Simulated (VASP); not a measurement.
**GaN: band structure with PBE**

**Measured values to compare with.**

From “Studying electronic properties in GaN without electrical contacts using γ-γ vs e−-γ Perturbed Angular Correlations”, 2019, pmc:6823545, for a bulk crystal of GaN: band gap 3.503 ± 0.005 eV (direct).

Crystal: GaN.

```
CELL_PARAMETERS angstrom
3.21745 0.00000 0.00000
-1.60872 2.78639 0.00000
0.00000 0.00000 5.24182
ATOMIC_POSITIONS crystal
Ga 0.66667 0.33333 0.49912
Ga 0.33333 0.66667 0.99912
N 0.66667 0.33333 0.87588
N 0.33333 0.66667 0.37588
```

The cell is a database's computed one.

```json
{
  "Program": "VASP 6.6.1",
  "Task": "band structure",
  "Functional": "PBE",
  "Potentials or basis": "VASP PAW PBE potentials, release 64 (Ga_d, N)",
  "Cutoff": "450 eV",
  "k mesh": "12 × 12 × 8",
  "Occupations": "gaussian, width 0.02 eV",
  "Spin": "no spin polarisation",
  "Further INCAR settings": "ALGO = Fast; EDIFF = 1e-06"
}
```

```yaml
Band_gap_on_the_k_mesh: 1.72 eV, direct
Band_gap_along_the_path: 1.72 eV, direct
```

Forces in eV/Å, atoms in the order of the input:
```
Ga   0.000  0.000  0.003
Ga   0.000  0.000  0.003
N    0.000  0.000 -0.003
N    0.000  0.000 -0.003
```

Levels at the corners of the path, in eV from the valence-band top:
```
point  band 16  band 17  band 18  band 19  band 20  band 21
    Γ    -0.04     0.00     0.00     1.72     4.07     9.03
    M    -2.64    -2.12    -0.96     4.99     5.38     5.98
    M    -2.64    -2.12    -0.96     4.99     5.38     5.98
    K    -2.87    -2.87    -2.63     5.18     7.54     7.54
    K    -2.87    -2.87    -2.63     5.18     7.54     7.54
    Γ    -0.04     0.00     0.00     1.72     4.07     9.03
    Γ    -0.04     0.00     0.00     1.72     4.07     9.03
    A    -0.51    -0.51    -0.51     4.07     4.07     8.32
    A    -0.51    -0.51    -0.51     4.07     4.07     8.32
    L    -1.87    -1.83    -1.83     4.31     4.31     7.58
    L    -1.87    -1.83    -1.83     4.31     4.31     7.58
    H    -4.04    -1.42    -1.42     6.23     6.23     7.26
    H    -4.04    -1.42    -1.42     6.23     6.23     7.26
    A    -0.51    -0.51    -0.51     4.07     4.07     8.32
    L    -1.87    -1.83    -1.83     4.31     4.31     7.58
    M    -2.64    -2.12    -0.96     4.99     5.38     5.98
    K    -2.87    -2.87    -2.63     5.18     7.54     7.54
    H    -4.04    -1.42    -1.42     6.23     6.23     7.26
```

Wall time 27 s on 4 MPI ranks on Intel(R) Xeon(R) Platinum 8488C (Sapphire Rapids) (shared host), peak memory 0.23 GiB a rank.

Measured gap of GaN: 3.503 eV (direct; quoted in “Studying electronic properties in GaN without electrical contacts using γ-γ vs e−-γ Perturbed Angular Correlations”, 2019, pmc:6823545). This calculation gives 1.72 eV (-1.78 eV). So large a miss can be the level of theory's own, or it may mean another phase, state or a wrong row. Spin-orbit coupling on Ga is left out. The value is that of PBE, without temperature or zero-point motion. Semilocal functionals fall short of measured gaps as a rule. The cell is a database's relaxed one, not the measured one, which moves gaps too.
